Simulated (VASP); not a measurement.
# B6As with r2SCAN: from relaxation to properties

Wanted: the relaxed cell of B6As and its properties. The steps: relaxing cell and atoms (r2SCAN), single point with fields (r2SCAN), band structure (r2SCAN), total and projected DOS (r2SCAN), volume scan with r2SCAN, fit for r2SCAN and independent-particle dielectric function (r2SCAN). The start is a computed cell from the Materials Project.

Main program and level: VASP 6.6.1; r2SCAN; plane waves and PAW (B, As).

**1. Starting point**

Before any relaxation, the start is as follows. It takes space group R-3m (No. 166, trigonal). The conventional cell has a = 6.137 Å, b = 6.137 Å, c = 11.895 Å, α = 90.00°, β = 90.00°, γ = 120.00°. B has 6 B at 1.77 to 1.90 Å nearest. Nearest to B lie 5 B at 1.73 to 1.81 Å and 1 As at 2.00 Å. As has 3 B at 2.00 Å and 1 As at 2.39 Å nearest. Farther neighbours are not listed.

As a file:

```
B As
1.0
     3.06842    1.77155    3.96494
    -3.06842    1.77155    3.96494
     0.00000   -3.54311    3.96494
B As
12 2
Direct
  0.01529 0.01529 0.32488
  0.01529 0.32488 0.01529
  0.82186 0.27249 0.82186
  0.82186 0.82186 0.27249
  0.27249 0.82186 0.82186
  0.72751 0.17814 0.17814
  0.17814 0.72751 0.17814
  0.17814 0.17814 0.72751
  0.98471 0.67512 0.98471
  0.98471 0.98471 0.67512
  0.67512 0.98471 0.98471
  0.32488 0.01529 0.01529
  0.60055 0.60055 0.60055
  0.39945 0.39945 0.39945
```

**2. Relaxing cell and atoms (r2SCAN)**

Properties are meant for the cell that this level of theory prefers, so cell and atoms are relaxed first (ISIF = 3) until forces and stress are small; EDIFFG sets the threshold. r2SCAN adds the kinetic-energy density, costs more than a GGA and is run with LASPH.

INCAR reads:

```
SYSTEM = B6As
PREC = Accurate
ENCUT = 420
EDIFF = 1E-06
NELM = 100
ISMEAR = 0
SIGMA = 0.05
LREAL = .FALSE.
ALGO = Normal
METAGGA = R2SCAN
LASPH = .TRUE.
NBANDS = 37
LORBIT = 11
LWAVE = .FALSE.
LCHARG = .FALSE.
KPAR = 8
IBRION = 2
NSW = 60
ISIF = 3
EDIFFG = -0.01
```

POSCAR reads:

```
B6As
1.0
    3.0684222178      1.7715543935      3.9649353976
   -3.0684222178      1.7715543935      3.9649353976
    0.0000000000     -3.5431087869      3.9649353976
B As
12 2
Direct
    0.0152897200      0.0152897200      0.3248784800
    0.0152897200      0.3248784800      0.0152897200
    0.8218557000      0.2724864900      0.8218557000
    0.8218557000      0.8218557000      0.2724864900
    0.2724864900      0.8218557000      0.8218557000
    0.7275135100      0.1781443000      0.1781443000
    0.1781443000      0.7275135100      0.1781443000
    0.1781443000      0.1781443000      0.7275135100
    0.9847102800      0.6751215200      0.9847102800
    0.9847102800      0.9847102800      0.6751215200
    0.6751215200      0.9847102800      0.9847102800
    0.3248784800      0.0152897200      0.0152897200
    0.6005523500      0.6005523500      0.6005523500
    0.3994476500      0.3994476500      0.3994476500
```

KPOINTS reads:

```
Automatic mesh
0
Gamma
6 6 6
0 0 0
```

The projector-augmented-wave data sets are B and As (PBE family, release 64).

Launch:

```
$ mpirun -np 8 vasp_std
```

Output:

```text
[banner, memory and clock lines left out]
running    8 mpi-ranks, on    1 nodes
 distrk:  each k-point on    1 cores,    8 groups
 distr:  one band on    1 cores,    1 groups

 POSCAR found type information on POSCAR B As
 POSCAR found :  2 types and      14 ions
|                                                                             |
|           W    W    AA    RRRRR   N    N  II  N    N   GGGG   !!!           |
|           W    W   A  A   R    R  NN   N  II  NN   N  G    G  !!!           |
|           W    W  A    A  R    R  N N  N  II  N N  N  G       !!!           |
|           W WW W  AAAAAA  RRRRR   N  N N  II  N  N N  G  GGG   !            |
|           WW  WW  A    A  R   R   N   NN  II  N   NN  G    G                |
|           W    W  A    A  R    R  N    N  II  N    N   GGGG   !!!           |
|                                                                             |
|     For optimal performance we recommend to set                             |
|       NCORE = 2 up to number-of-cores-per-socket                            |
|     NCORE specifies how many cores store one orbital (NPAR=cpu/NCORE).      |
|     This setting can greatly improve the performance of VASP for DFT.       |
|     The default, NCORE=1 might be grossly inefficient on modern             |
|     multi-core architectures or massively parallel machines. Do your        |
|     Unfortunately you need to use the default for GW and RPA                |
|     calculations (for HF NCORE is supported but not extensively tested      |
|     yet).                                                                   |
|                                                                             |

|                                                                             |
|               ----> ADVICE to this user running VASP <----                  |
|                                                                             |
|     You enforced a specific xc type in the INCAR file but a different       |
|     [... a line on the potential file left out ...]
|     I HOPE YOU KNOW WHAT YOU ARE DOING!                                     |
|                                                                             |

 LDA part: xc-table for (None), standard interpolation
 POSCAR, INCAR and KPOINTS ok, starting setup
 FFT: planning ... GRIDC
 FFT: planning ... GRID_SOFT
 FFT: planning ... GRID
 WAVECAR not read
 entering main loop
       N       E                     dE             d eps       ncg     rms          rms(c)
DAV:   1     0.655834809963E+02    0.65583E+02   -0.18647E+04  2368   0.974E+02
DAV:   2    -0.125609624340E+03   -0.19119E+03   -0.18069E+03  3086   0.198E+02
DAV:   3    -0.133602686291E+03   -0.79931E+01   -0.79247E+01  3064   0.379E+01
DAV:   4    -0.133676763964E+03   -0.74078E-01   -0.73972E-01  3110   0.383E+00
DAV:   5    -0.133677495771E+03   -0.73181E-03   -0.73166E-03  3126   0.365E-01    0.130E+01
DAV:   6    -0.120951265651E+03    0.12726E+02   -0.77818E+00  2712   0.146E+01    0.760E+00
DAV:   7    -0.120461093349E+03    0.49017E+00   -0.35204E+00  3080   0.894E+00    0.283E+00
DAV:   8    -0.120461158086E+03   -0.64737E-04   -0.64451E-01  2775   0.389E+00    0.118E+00
DAV:   9    -0.120458549675E+03    0.26084E-02   -0.30455E-02  2907   0.840E-01    0.692E-01
DAV:  10    -0.120458958787E+03   -0.40911E-03   -0.87685E-03  2922   0.461E-01    0.151E-01
DAV:  11    -0.120458925212E+03    0.33575E-04   -0.15050E-03  2790   0.198E-01    0.702E-02
DAV:  12    -0.120458934359E+03   -0.91470E-05   -0.18795E-04  2899   0.716E-02    0.117E-02
DAV:  13    -0.120458937209E+03   -0.28496E-05   -0.19719E-05  2920   0.220E-02    0.731E-03
DAV:  14    -0.120458937153E+03    0.55528E-07   -0.18499E-06  2432   0.869E-03
   1 F= -.12045894E+03 E0= -.12045894E+03  d E =-.120459E+03
 curvature:   0.00 expect dE= 0.000E+00 dE for cont linesearch  0.000E+00
 trial: gam= 0.00000 g(F)=  0.273E-03 g(S)=  0.299E-04 ort = 0.000E+00 (trialstep = 0.100E+01)
 search vector abs. value=  0.303E-03
 bond charge predicted
       N       E                     dE             d eps       ncg     rms          rms(c)
DAV:   1    -0.120458996986E+03   -0.59777E-04   -0.10927E-02  2548   0.503E-01    0.352E-02
DAV:   2    -0.120459033949E+03   -0.36963E-04   -0.42304E-04  3008   0.952E-02    0.198E-02
DAV:   3    -0.120459028177E+03    0.57722E-05   -0.15388E-05  2926   0.200E-02    0.907E-03
DAV:   4    -0.120459027413E+03    0.76471E-06   -0.55915E-06  2856   0.101E-02
   2 F= -.12045903E+03 E0= -.12045903E+03  d E =-.902591E-04
[...]
3 F= -.12045904E+03 E0= -.12045904E+03  d E =-.106298E-03
 curvature:  -0.36 expect dE=-0.307E-04 dE for cont linesearch -0.405E-08
 trial: gam= 0.28643 g(F)=  0.567E-04 g(S)=  0.283E-04 ort =-0.184E-05 (trialstep = 0.945E+00)
 search vector abs. value=  0.109E-03
 bond charge predicted
       N       E                     dE             d eps       ncg     rms          rms(c)
DAV:   1    -0.120459082351E+03   -0.38493E-04   -0.25294E-03  2483   0.235E-01    0.115E-02
DAV:   2    -0.120459089408E+03   -0.70576E-05   -0.70116E-05  3032   0.376E-02    0.853E-03
DAV:   3    -0.120459089508E+03   -0.99638E-07   -0.52475E-06  2924   0.112E-02
   4 F= -.12045909E+03 E0= -.12045909E+03  d E =-.460562E-04
 trial-energy change:   -0.000046  1 .order   -0.000044   -0.000080   -0.000008
 step:   1.0547(harm=  1.0547)  dis= 0.00087  next Energy=  -120.459088 (dE=-0.446E-04)
 reached required accuracy - stopping structural energy minimisation
```

It took 92 s on 8 MPI ranks of AMD EPYC 9R45, shared host; peak memory 2.2 GiB; 12 min of CPU time.

Lines that name or quote the potential files are left out of all logs, and their timing lines are given in words.

From OUTCAR (step 2):

```text
ion  position               nearest neighbor table
   1  0.015  0.015  0.325-  10 1.77   7 1.78   6 1.78   4 1.81   2 1.90  12 1.90
   2  0.015  0.325  0.015-   9 1.77   8 1.78   6 1.78   3 1.81  12 1.90   1 1.90
   3  0.822  0.272  0.822-   8 1.73   6 1.73  10 1.78  11 1.78   2 1.81  13 2.00
   4  0.822  0.822  0.272-   6 1.73   7 1.73   9 1.78  11 1.78   1 1.81  13 2.00
   5  0.272  0.822  0.822-   8 1.73   7 1.73  10 1.78   9 1.78  12 1.81  13 2.00
   6  0.728  0.178  0.178-   4 1.73   3 1.73   1 1.78   2 1.78  11 1.81  14 2.00
   7  0.178  0.728  0.178-   4 1.73   5 1.73   1 1.78  12 1.78   9 1.81  14 2.00
   8  0.178  0.178  0.728-   3 1.73   5 1.73   2 1.78  12 1.78  10 1.81  14 2.00
   9  0.985  0.675  0.985-   2 1.77   4 1.78   5 1.78   7 1.81  11 1.90  10 1.90
  10  0.985  0.985  0.675-   1 1.77   3 1.78   5 1.78   8 1.81   9 1.90  11 1.90
  11  0.675  0.985  0.985-  12 1.77   4 1.78   3 1.78   6 1.81   9 1.90  10 1.90
  12  0.325  0.015  0.015-  11 1.77   8 1.78   7 1.78   5 1.81   2 1.90   1 1.90
  13  0.601  0.601  0.601-   3 2.00   5 2.00   4 2.00  14 2.39
  14  0.399  0.399  0.399-   6 2.00   7 2.00   8 2.00  13 2.39

  LATTYP: Found a trigonal (rhomboedric) cell.
 ALAT       =     5.3173614305
 COS(alpha) =     0.3340097504

 Subroutine GETGRP returns: Found 12 space group operations
 (whereof 12 operations were pure point group operations)

The static configuration has the point symmetry D_3d.

 Found     32 irreducible k-points:

   k-points           NKPTS =     32   k-points in BZ     NKDIM =     32   number of bands    NBANDS=     37

   dimension x,y,z NGX =    36 NGY =   36 NGZ =   36
   dimension x,y,z NGXF=    72 NGYF=   72 NGZF=   72

   ENCUT  =  420.0 eV  30.87 Ry    5.56 a.u.   8.89  8.89  8.89*2*pi/ulx,y,z

   NELECT =      46.0000    total number of electrons

 k-points in reciprocal lattice and weights: Automatic mesh
   0.00000000  0.00000000  0.00000000       0.005
   0.16666667 -0.00000000  0.00000000       0.028
   0.33333333 -0.00000000 -0.00000000       0.028
   0.50000000 -0.00000000 -0.00000000       0.014
   0.16666667  0.16666667  0.00000000       0.028
   0.33333333  0.16666667 -0.00000000       0.056
   0.50000000  0.16666667  0.00000000       0.056
  -0.33333333  0.16666667  0.00000000       0.056
  -0.16666667  0.16666667  0.00000000       0.028
[...]
-0.33333333  0.50000000  0.33333333       0.028
   0.50000000  0.50000000  0.50000000       0.005

 average (electrostatic) potential at core
       1 -27.6286       2 -27.6286       3 -27.9834       4 -27.9834       5 -27.9834
       6 -27.9834       7 -27.9834       8 -27.9834       9 -27.6286      10 -27.6286
      11 -27.6286      12 -27.6286      13 -53.7094      14 -53.7094

 E-fermi :   4.6389

 k-point     1 :       0.0000    0.0000    0.0000
  band No.  band energies     occupation
    ...
     19       3.0201      2.00000
     20       4.1710      2.00000
     21       4.1710      2.00000
     22       4.3052      2.00000
     23       4.3052      2.00000
     24       9.1630      0.00000
     25       9.4700      0.00000
     26       9.4700      0.00000
     27       9.6737      0.00000
     28      10.6197      0.00000
    ...

 k-point     2 :       0.1667   -0.0000    0.0000
  band No.  band energies     occupation
    ...
     19       3.3931      2.00000
     20       3.7519      2.00000
     21       3.9147      2.00000
     22       4.0043      2.00000
     23       4.3147      2.00000
     24       8.8654      0.00000
     25       9.3111      0.00000
     26       9.7688      0.00000
     27       9.8663      0.00000
     28      10.6516      0.00000
    ...

 k-point     3 :       0.3333   -0.0000   -0.0000
  band No.  band energies     occupation
    ...
     19       2.6147      2.00000
     20       2.6941      2.00000
     21       3.4269      2.00000
     22       3.7024      2.00000
     23       4.3001      2.00000
     24       7.9312      0.00000
     25       9.2410      0.00000
     26       9.4411      0.00000
     27       9.9214      0.00000
     28      10.6772      0.00000
    ...

  Total       -0.0031280     -0.0031280      0.0549639      0.0000000      0.0000000      0.0000000
  in kB       -0.0387476     -0.0387476      0.6808473      0.0000000      0.0000000      0.0000000
  external PRESSURE =       0.2011173 kB  Pullay stress =       0.0000000 kB

  energy-cutoff  :      420.00
  volume of cell :      129.34
      direct lattice vectors                 reciprocal lattice vectors
     3.068197472  1.771424636  3.966257078     0.162962132  0.094086231  0.084042291
    -3.068197472  1.771424636  3.966257078    -0.162962132  0.094086231  0.084042291
     0.000000000 -3.542849273  3.966257078     0.000000000 -0.188172461  0.084042291

 POSITION                                       TOTAL-FORCE (eV/Angst)
 -----------------------------------------------------------------------------------
      0.00000     -1.09749      1.40919        -0.000000     -0.001172     -0.001815
     -0.95046      0.54875      1.40919        -0.001015      0.000586     -0.001815
      1.68476     -0.97270      7.60011         0.000830     -0.000479      0.000889
      0.00000      1.94539      7.60011        -0.000000      0.000958      0.000889
     -1.68476     -0.97270      7.60011        -0.000830     -0.000479      0.000889
      1.68476      0.97270      4.29866         0.000830      0.000479     -0.000889
     -1.68476      0.97270      4.29866        -0.000830      0.000479     -0.000889
      0.00000     -1.94539      4.29866        -0.000000     -0.000958     -0.000889
      0.95046     -0.54875     10.48958         0.001015     -0.000586      0.001815
      0.00000      1.09749     10.48958        -0.000000      0.001172      0.001815
     -0.95046     -0.54875     10.48958        -0.001015     -0.000586      0.001815
      0.95046      0.54875      1.40919         0.001015      0.000586     -0.001815
      0.00000      0.00000      7.14414        -0.000000      0.000000      0.005401
      0.00000      0.00000      4.75463        -0.000000     -0.000000     -0.005401
 -----------------------------------------------------------------------------------
    total drift:                               -0.000000     -0.000000      0.000000

  FREE ENERGIE OF THE ION-ELECTRON SYSTEM (eV)
  ---------------------------------------------------
  free  energy   TOTEN  =      -120.4590895081 eV

  energy  without entropy=     -120.4590895081  energy(sigma->0) =     -120.45908951

 reached required accuracy - stopping structural energy minimisation

 total charge
# of ion       s       p       d       tot
------------------------------------------
    1        0.684   1.268   0.000   1.953
    2        0.684   1.268   0.000   1.953
    3        0.698   1.384   0.000   2.082
    4        0.698   1.384   0.000   2.082
    5        0.698   1.384   0.000   2.082
    6        0.698   1.384   0.000   2.082
    7        0.698   1.384   0.000   2.082
    8        0.698   1.384   0.000   2.082
    9        0.684   1.268   0.000   1.953
   10        0.684   1.268   0.000   1.953
   11        0.684   1.268   0.000   1.953
   12        0.684   1.268   0.000   1.953
   13        1.180   1.732   0.088   3.000
   14        1.180   1.732   0.088   3.000
--------------------------------------------------
tot         10.655  19.379   0.175  30.209

[... 3 further parts left out ...]
```

CONTCAR:

```
B6As
   1.00000000000000
     3.0681974717990985    1.7714246363358817    3.9662570783696465
    -3.0681974717990985    1.7714246363358817    3.9662570783696465
     0.0000000000000000   -3.5428492725717375    3.9662570783696314
  B               As
    12     2
Direct
     0.0151726853558138    0.0151726853558138    0.3249499671881055
     0.0151726853558138    0.3249499671881055    0.0151726853558138
     0.8217650318305121    0.2726610933413918    0.8217650318305121
     0.8217650318305121    0.8217650318305121    0.2726610933413918
     0.2726610933413918    0.8217650318305121    0.8217650318305121
     0.7273389066586082    0.1782349681694878    0.1782349681694878
     0.1782349681694878    0.7273389066586082    0.1782349681694878
     0.1782349681694878    0.1782349681694878    0.7273389066586082
     0.9848273146441863    0.6750500328118946    0.9848273146441863
     0.9848273146441863    0.9848273146441863    0.6750500328118946
     0.6750500328118946    0.9848273146441863    0.9848273146441863
     0.3249499671881055    0.0151726853558138    0.0151726853558138
     0.6004097804635740    0.6004097804635740    0.6004097804635740
     0.3995902195364260    0.3995902195364260    0.3995902195364260
```

The gap is read on the k-mesh alone, so it is an upper bound where the band edges lie off the mesh, and a coarse mesh can show a gap where there is none. The PAW data sets were made with PBE, which is usual practice but a small mismatch for other functionals. The run keeps the 12 symmetry operations of its start, so it cannot find a distortion of lower symmetry.

Little changed from the start: no atom moved by 0.005 Å and no cell edge by 0.1 %.

Numbers from this step:

- electrons: 46
- bands: 37
- irreducible k-points: 32
- symmetry operations: 12
- free energy (TOTEN): -120.4591 eV
- Fermi energy: 4.639 eV
- pressure: 0.02011 GPa
- metallic, judged on the points sampled: no
- valence top at k: 0.5, 0.5, 0.5
- conduction bottom at k: 0.5, 0, 0
- least direct gap at k: 0.5, 0.5, 0.5
- SCF cycles over all ionic steps: 24
- gap on the k-mesh: 2.879 eV
- least direct gap on the k-mesh: 2.966 eV

It ends with a largest force of 0.005 eV/Å and a pressure of 0.02 GPa.

(Continued in part 2 of 6.)

[Lines on the potential files, build, host, timing and source positions are cut from VASP's logs without a mark.]

[Logs are printed without paths, hosts, clocks, repeated set-up lines and the standing remarks that a program may print on its own settings, such as how far it seeks lower states.]

[Hosts, paths, dates, database ids (printed as entryN), source tags and the programs' standing remarks are cut or masked in the printed files.]

[A measured line is paired with the nearest computed mode of its activity, which favours agreement.]

[In band tables of VASP the shares of atoms and orbitals are scaled to a sum of 1 inside the atoms' spheres.]
